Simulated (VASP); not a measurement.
Given:

```
ZnS
1.0
    1.88445    -3.26396     0.00000
    1.88445     3.26396     0.00000
    0.00000     0.00000     6.17174
Zn S
2 2
Direct
  0.66667   0.33333   0.50017
  0.33333   0.66667   0.00017
  0.66667   0.33333   0.87483
  0.33333   0.66667   0.37483
```

Level of theory: revTPSS meta-GGA, VASP's PBE PAW potentials (set 64) (plane waves; VASP). Settings: 520 eV cut-off, 7×7×4 Γ-centred mesh, Gaussian smearing of 0.050 eV, potentials Zn S.

**Question.** Predict the energy per atom (σ→0), pressure.

**Answer.** 
The energy per atom (σ→0) is -1.406 eV/atom and the pressure is 2.53 GPa.

The absolute energy has meaning only against runs of the same code, potentials and settings.

The compound is ZnS in the wurtzite structure, the high-temperature form. This cell is one point of a volume scan, at 0.97 of the reference volume.
